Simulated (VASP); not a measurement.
The system is Si.

```
Si
1.0
     0.00000    2.73431    2.73431
     2.73431    0.00000    2.73431
     2.73431    2.73431    0.00000
Si
2
Direct
  0.00000 0.00000 0.00000
  0.25000 0.25000 0.25000
```

The cell was built by a generator and needn't be a form met in nature.

Base run:

```yaml
Program: VASP 6.6.1
Functional: PBE
Potentials_or_basis: VASP PAW PBE potentials, release 64 (Si)
Cutoff: 520 eV
k_mesh: 10 × 10 × 10
Occupations: gaussian, width 0.02 eV
Spin: no spin polarisation
```

Its results: band gap on the k mesh 0.62 eV, indirect (least direct gap 2.56 eV).

Problem. The run is repeated on the same cell with these changes: functional from PBE to r2SCAN; further incar settings from ALGO = Fast; EDIFF = 1e-06 to ALGO = Normal; EDIFF = 1e-06. What comes out?

Solution. Band gap on the k mesh 0.81 eV, indirect (least direct gap 2.75 eV).
